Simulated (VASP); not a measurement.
Level of theory: SCAN meta-GGA, VASP's PBE PAW potentials (set 64) (plane waves; VASP 6.6.1).

VASP input:

File POSCAR:
```
BaHfO3
4.1175950
  0.9999999903   0.0000000000   0.0000000000
  0.0000000000   0.9999999903   0.0000000000
  0.0000000000   0.0000000000   0.9999999903
Ba Hf O
1 1 3
Direct
  0.0000000000   0.0000000000   0.0000000000
  0.5000000000   0.5000000000   0.5000000000
  0.5000000000   0.0000000000   0.5000000000
  0.0000000000   0.5000000000   0.5000000000
  0.5000000000   0.5000000000   0.0000000000
```

### INCAR
```
! general
SYSTEM  = BaHfO3
PREC    = Accurate
ENCUT   = 520   ! plane-wave cut-off (eV)
LREAL   = F
LASPH   = T   ! aspherical one-centre terms

! electronic loop
EDIFF   = 1E-7   ! SCF stop (eV)
NELM    = 100   ! most electronic steps
ALGO    = Normal
LMAXMIX = 6   ! l cut-off of mixed one-centre charges
LMIXTAU = T

! smearing
ISMEAR  = 0
SIGMA   = 0.05   ! width (eV)

! functional
METAGGA = SCAN

! ions
ISIF    = 2

! output
LWAVE   = F
LCHARG  = F
```

**KPOINTS**
```
Automatic mesh
0
Gamma
5 5 5
0 0 0
```

POTCAR, in this order: Ba_sv Hf_pv O (PBE.64 set). Program: vasp_std.

The run wrote:

**OSZICAR**
```
       N       E                     dE             d eps       ncg     rms          rms(c)
DAV:   1     0.140539174437E+03    0.14054E+03   -0.22382E+04   460   0.166E+03
DAV:   2    -0.144880744547E+03   -0.28542E+03   -0.27859E+03   590   0.372E+02
DAV:   3    -0.157809853328E+03   -0.12929E+02   -0.12910E+02   591   0.791E+01
DAV:   4    -0.158006079331E+03   -0.19623E+00   -0.19616E+00   637   0.905E+00
DAV:   5    -0.158010756838E+03   -0.46775E-02   -0.46765E-02   627   0.999E-01    0.693E+01
DAV:   6    -0.138789486347E+03    0.19221E+02   -0.25642E+01   516   0.328E+01    0.554E+01
DAV:   7    -0.140169860439E+03   -0.13804E+01   -0.52124E+00   558   0.213E+01    0.227E+01
DAV:   8    -0.141058780202E+03   -0.88892E+00   -0.41961E+00   589   0.170E+01    0.734E+00
DAV:   9    -0.138501734304E+03    0.25570E+01   -0.35765E+00   495   0.134E+01    0.661E+00
DAV:  10    -0.139118099347E+03   -0.61637E+00   -0.75386E-01   633   0.541E+00    0.159E+00
DAV:  11    -0.139160817461E+03   -0.42718E-01   -0.13263E-02   595   0.100E+00    0.160E+00
DAV:  12    -0.139353698353E+03   -0.19288E+00   -0.88654E-02   502   0.241E+00    0.210E-01
DAV:  13    -0.139358774006E+03   -0.50757E-02   -0.16443E-03   579   0.403E-01    0.152E-01
DAV:  14    -0.139360476466E+03   -0.17025E-02   -0.21649E-04   645   0.111E-01    0.243E-01
DAV:  15    -0.139364679520E+03   -0.42031E-02   -0.11137E-03   572   0.370E-01    0.273E-01
DAV:  16    -0.139373271380E+03   -0.85919E-02   -0.61708E-03   495   0.845E-01    0.176E-01
DAV:  17    -0.139373478485E+03   -0.20710E-03   -0.17386E-04   738   0.930E-02    0.187E-01
DAV:  18    -0.139373534737E+03   -0.56253E-04   -0.39421E-06   558   0.196E-02    0.187E-01
DAV:  19    -0.139373527482E+03    0.72550E-05   -0.21789E-07   506   0.461E-03    0.186E-01
DAV:  20    -0.139373524311E+03    0.31715E-05   -0.99973E-07   587   0.851E-03    0.192E-01
DAV:  21    -0.139373509843E+03    0.14468E-04   -0.85781E-06   572   0.201E-02    0.205E-01
DAV:  22    -0.139373650784E+03   -0.14094E-03   -0.99451E-05   580   0.791E-02    0.154E-01
DAV:  23    -0.139373774266E+03   -0.12348E-03   -0.11394E-04   495   0.128E-01    0.125E-01
DAV:  24    -0.139373768397E+03    0.58689E-05   -0.50407E-06   551   0.273E-02    0.109E-01
DAV:  25    -0.139373761416E+03    0.69806E-05   -0.14966E-05   530   0.305E-02    0.743E-02
DAV:  26    -0.139373752152E+03    0.92646E-05   -0.31226E-05   572   0.389E-02    0.242E-02
DAV:  27    -0.139373750101E+03    0.20506E-05   -0.63860E-06   650   0.186E-02    0.708E-03
DAV:  28    -0.139373749751E+03    0.34986E-06   -0.47632E-07   545   0.608E-03    0.334E-03
DAV:  29    -0.139373749248E+03    0.50327E-06   -0.14530E-07   370   0.309E-03    0.144E-03
DAV:  30    -0.139373748995E+03    0.25320E-06   -0.78301E-08   307   0.227E-03    0.204E-04
DAV:  31    -0.139373748892E+03    0.10216E-06   -0.14631E-08   293   0.119E-03    0.371E-04
DAV:  32    -0.139373748902E+03   -0.97839E-08   -0.37661E-09   293   0.346E-04
   1 F= -.13937375E+03 E0= -.13937375E+03  d E =-.113657E-19
```

File OUTCAR:
```
------------------------ aborting loop because EDIFF is reached ----------------------------------------
  FORCE on cell =-STRESS in cart. coord.  units (eV):
  Direction    XX          YY          ZZ          XY          YZ          ZX
  --------------------------------------------------------------------------------------
  Total        2.5200724      2.5200724      2.5200724      0.0000000      0.0000000     -0.0000000
  in kB       57.8352652     57.8352652     57.8352652      0.0000000      0.0000000     -0.0000000
  external PRESSURE =      57.8352652 kB  Pullay stress =       0.0000000 kB
  volume of cell :       69.81
      direct lattice vectors                 reciprocal lattice vectors
     4.117594960  0.000000000  0.000000000     0.242860216  0.000000000  0.000000000
     0.000000000  4.117594960  0.000000000     0.000000000  0.242860216  0.000000000
     0.000000000  0.000000000  4.117594960     0.000000000  0.000000000  0.242860216
 POSITION                                       TOTAL-FORCE (eV/Angst)
 -----------------------------------------------------------------------------------
      0.00000      0.00000      0.00000         0.000000      0.000000      0.000000
      2.05880      2.05880      2.05880         0.000000      0.000000      0.000000
      2.05880      0.00000      2.05880         0.000000      0.000000      0.000000
      0.00000      2.05880      2.05880         0.000000      0.000000      0.000000
      2.05880      2.05880      0.00000         0.000000      0.000000      0.000000
 -----------------------------------------------------------------------------------
    total drift:                                0.000000     -0.000000     -0.000000
  FREE ENERGIE OF THE ION-ELECTRON SYSTEM (eV)
  ---------------------------------------------------
  free  energy   TOTEN  =      -139.3737489022 eV

  energy  without entropy=     -139.3737489022  energy(sigma->0) =     -139.37374890
```
(Selected blocks of OUTCAR.)

**OUTCAR**
```
 val. band max:        2.2087262442   @ k =   0.4000   0.4000   0.4000

 cond. band min:       6.4567263116   @ k =   0.0000   0.0000   0.0000


 Fermi energy:         2.5233955854

 k-point     1 :       0.0000    0.0000    0.0000
  band No.  band energies     occupation
      1     -26.5633      2.00000
      2     -26.5633      2.00000
      3     -26.5631      2.00000
      4     -23.5279      2.00000
      5     -15.5104      2.00000
      6     -15.0190      2.00000
      7     -15.0190      2.00000
      8      -8.1916      2.00000
      9      -8.1916      2.00000
     10      -8.1916      2.00000
     11       0.6897      2.00000
     12       0.6897      2.00000
     13       0.6897      2.00000
     14       1.2621      2.00000
     15       1.2621      2.00000
     16       1.2621      2.00000
     17       2.1441      2.00000
     18       2.1441      2.00000
     19       2.1441      2.00000
     20       6.4567      0.00000
     21       6.4567      0.00000
     22       6.4567      0.00000
     23       7.5989      0.00000

 k-point     2 :       0.2000    0.0000    0.0000
  band No.  band energies     occupation
      1     -26.6380      2.00000
      2     -26.5613      2.00000
      3     -26.5611      2.00000
      4     -23.4914      2.00000
      5     -15.5108      2.00000
      6     -15.0099      2.00000
      7     -14.7671      2.00000
      8      -8.1595      2.00000
      9      -8.1595      2.00000
     10      -8.1101      2.00000
     11      -0.0780      2.00000
     12       0.5562      2.00000
     13       0.5562      2.00000
     14       0.9352      2.00000
     15       0.9352      2.00000
     16       0.9809      2.00000
     17       1.2771      2.00000
     18       2.0015      2.00000
     19       2.0016      2.00000
     20       6.6281      0.00000
     21       7.3890      0.00000
     22       7.3890      0.00000
     23       8.2439      0.00000

 k-point     3 :       0.4000    0.0000    0.0000
...
```

Unless said otherwise, spin-orbit coupling is left out, though it shifts the bands of the heavy elements here.

The compound is BaHfO3 in the cubic perovskite structure. This cell is one point of a volume scan, at 0.97 of the reference volume.
